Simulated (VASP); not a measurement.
Output of a VASP run:

**OUTCAR**
```
 ion  position               nearest neighbor table
   1  0.010  0.990  0.994-   2 2.19   2 2.25   2 2.27   2 2.27   2 2.29   2 2.34
   2  0.490  0.510  0.506-   1 2.19   1 2.25   1 2.27   1 2.27   1 2.29   1 2.34
  LATTYP: Found a face centered cubic cell.
 ALAT       =     4.5353680000
 Subroutine PRICEL returns:
 Original cell was already a primitive cell.
 Subroutine GETGRP returns: Found  1 space group operations
The static configuration has the point symmetry C_1 .
The dynamic configuration has the point symmetry C_1 .
 Subroutine INISYM returns: Found  1 space group operations
 Subroutine IBZKPT returns following result:
 Found   2052 irreducible k-points:

 Following reciprocal coordinates:
            Coordinates               Weight
  0.000000  0.000000  0.000000      1.000000
  0.062500  0.000000  0.000000      2.000000
  0.000000  0.062500  0.000000      2.000000
  0.000000  0.000000  0.062500      2.000000
  0.062500  0.062500  0.062500      2.000000
  0.125000  0.000000  0.000000      2.000000
  0.000000  0.125000  0.000000      2.000000
  0.000000  0.000000  0.125000      2.000000
  0.125000  0.125000  0.125000      2.000000
  0.187500  0.000000  0.000000      2.000000
  0.000000  0.187500  0.000000      2.000000
  0.000000  0.000000  0.187500      2.000000
  0.187500  0.187500  0.187500      2.000000
  0.250000  0.000000  0.000000      2.000000
  0.000000  0.250000  0.000000      2.000000
  0.000000  0.000000  0.250000      2.000000
  0.250000  0.250000  0.250000      2.000000
  0.312500  0.000000  0.000000      2.000000
  0.000000  0.312500  0.000000      2.000000
  0.000000  0.000000  0.312500      2.000000
  0.312500  0.312500  0.312500      2.000000
  0.375000  0.000000  0.000000      2.000000
  0.000000  0.375000  0.000000      2.000000
  0.000000  0.000000  0.375000      2.000000
  0.375000  0.375000  0.375000      2.000000
  0.437500  0.000000  0.000000      2.000000
  0.000000  0.437500  0.000000      2.000000
  0.000000  0.000000  0.437500      2.000000
  0.437500  0.437500  0.437500      2.000000
  0.500000  0.000000  0.000000      1.000000
  0.000000  0.500000  0.000000      1.000000
  0.000000  0.000000  0.500000      1.000000
  0.500000  0.500000  0.500000      1.000000
  0.062500  0.062500  0.000000      2.000000
  0.000000  0.062500  0.062500      2.000000
  0.062500  0.000000  0.062500      2.000000
  0.125000  0.062500  0.000000      2.000000
  0.000000  0.125000  0.062500      2.000000
  0.062500  0.000000  0.125000      2.000000
  0.062500  0.062500 -0.062500      2.000000
   k-points           NKPTS =   2052   k-points in BZ     NKDIM =   2052   number of bands    NBANDS=     11
   number of dos      NEDOS =    301   number of ions     NIONS =      2
   total plane-waves  NPLWV =  13824
   dimension x,y,z NGX =    24 NGY =   24 NGZ =   24
   dimension x,y,z NGXF=    48 NGYF=   48 NGZF=   48
   ions per type =               1   1
   PREC   = accura    normal or accurate (medium, high low for compatibility)
   ISTART =      0    job   : 0-new  1-cont  2-samecut
   ICHARG =      2    charge: 1-file 2-atom 10-const
   ISPIN  =      1    spin polarized calculation?
   LNONCOLLINEAR =      F non collinear calculations
   LSORBIT =      F    spin-orbit coupling
   INIWAV =      1    electr: 0-lowe 1-rand  2-diag
   ENCUT  =  400.0 eV  29.40 Ry    5.42 a.u.   5.23  5.23  5.23*2*pi/ulx,y,z
   NELM   =    100;   NELMIN=  2; NELMDL= -5     # of ELM steps
   EDIFF  = 0.1E-05   stopping-criterion for ELM
   LREAL  =      F    real-space projection
   NLSPLINE    = F    spline interpolate recip. space projectors
   LMAXMIX     =    6 max onsite mixed and CHGCAR
   VOSKOWN=      0    Vosko Wilk Nusair interpolation
   EDIFFG = 0.1E-04   stopping-criterion for IOM
   NSW    =      0    number of steps for IOM
   NBLOCK =      1;   KBLOCK =      1    inner block; outer block
   IBRION =     -1    ionic relax: 0-MD 1-quasi-New 2-CG
...
```

### OSZICAR
```
       N       E                     dE             d eps       ncg     rms          rms(c)
DAV:   1     0.277692721085E+02    0.27769E+02   -0.71294E+03 45465   0.104E+03
DAV:   2    -0.250172473172E+02   -0.52787E+02   -0.49946E+02 59217   0.219E+02
DAV:   3    -0.267444197289E+02   -0.17272E+01   -0.17057E+01 58172   0.340E+01
DAV:   4    -0.267590997383E+02   -0.14680E-01   -0.14597E-01 53825   0.310E+00
DAV:   5    -0.267593576403E+02   -0.25790E-03   -0.25762E-03 59962   0.288E-01    0.497E+01
DAV:   6    -0.239467642870E+02    0.28126E+01   -0.15861E+01 50862   0.276E+01    0.421E+01
DAV:   7    -0.238343134680E+02    0.11245E+00   -0.71041E-01 52674   0.719E+00    0.263E+01
DAV:   8    -0.238080359618E+02    0.26278E-01   -0.12693E-01 52929   0.338E+00    0.490E+00
DAV:   9    -0.238003747528E+02    0.76612E-02   -0.43480E-02 53001   0.150E+00    0.150E+00
DAV:  10    -0.237998961593E+02    0.47859E-03   -0.28312E-03 53353   0.451E-01    0.483E-02
DAV:  11    -0.237998985750E+02   -0.24157E-05   -0.68874E-05 53903   0.889E-02    0.352E-02
DAV:  12    -0.237998979652E+02    0.60986E-06   -0.79110E-06 53320   0.256E-02
   1 F= -.23799898E+02 E0= -.23790132E+02  d E =-.195310E-01
```

OUTCAR:
```
------------------------ aborting loop because EDIFF is reached ----------------------------------------
  FORCE on cell =-STRESS in cart. coord.  units (eV):
  Direction    XX          YY          ZZ          XY          YZ          ZX
  --------------------------------------------------------------------------------------
  Total       -2.1057147     -2.3871083     -2.4034030      0.0073992      0.0000404     -0.0001638
  in kB     -144.6546857   -163.9853692   -165.1047532      0.5082986      0.0027770     -0.0112526
  external PRESSURE =    -157.9149360 kB  Pullay stress =       0.0000000 kB
  volume of cell :       23.32
      direct lattice vectors                 reciprocal lattice vectors
     0.000000000  2.267684000  2.267684000    -0.220489275  0.220489275  0.220489275
     2.267684000  0.000000000  2.267684000     0.220489275 -0.220489275  0.220489275
     2.267684000  2.267684000  0.000000000     0.220489275  0.220489275 -0.220489275
 POSITION                                       TOTAL-FORCE (eV/Angst)
 -----------------------------------------------------------------------------------
      4.49751      2.27655      2.26749         0.810342     -0.186891      0.004156
      2.30554      2.25882      2.26788        -0.810342      0.186891     -0.004156
 -----------------------------------------------------------------------------------
    total drift:                               -0.000102      0.000153     -0.000005
  FREE ENERGIE OF THE ION-ELECTRON SYSTEM (eV)
  ---------------------------------------------------
  free  energy   TOTEN  =       -23.7998979652 eV

  energy  without entropy=      -23.7803669237  energy(sigma->0) =      -23.79013244
```
(Selected blocks of OUTCAR.)

File POSCAR:
```
HfN
1
    0.0000000000     2.2676840000     2.2676840000
    2.2676840000     0.0000000000     2.2676840000
    2.2676840000     2.2676840000     0.0000000000
Hf N
1 1
Direct
  0.0102580000  -0.0103450000  -0.0063490000
  0.4897420000   0.5103450000   0.5063490000
```

Reconstruct the remaining input files.

Several could match; the one computed here: the input of the run itself, LDA (Ceperley-Alder, Perdew-Zunger), plane waves, VASP's LDA PAW potentials (set 64).

### INCAR
```
SYSTEM = HfN
PREC = Accurate
ENCUT = 400
EDIFF = 1E-6
NELM = 100
ALGO = Normal
LREAL = .FALSE.
LASPH = .TRUE.
ISMEAR = -1
SIGMA = 0.1
LMAXMIX = 6
LWAVE = .FALSE.
LCHARG = .FALSE.
ISIF = 2
```

**KPOINTS**
```
kpoints
0
gamma
16 16 16
```

POTCAR, in this order: Hf_pv N (LDA.64 set). Program: vasp_std.

At this cut-off the stress carries a Pulay error, which pulls relaxed volumes low.

The structure is a typed HfN crystal. The cell was not relaxed at this level. The electron count is odd and the run is not spin-polarised, which forces a metal.
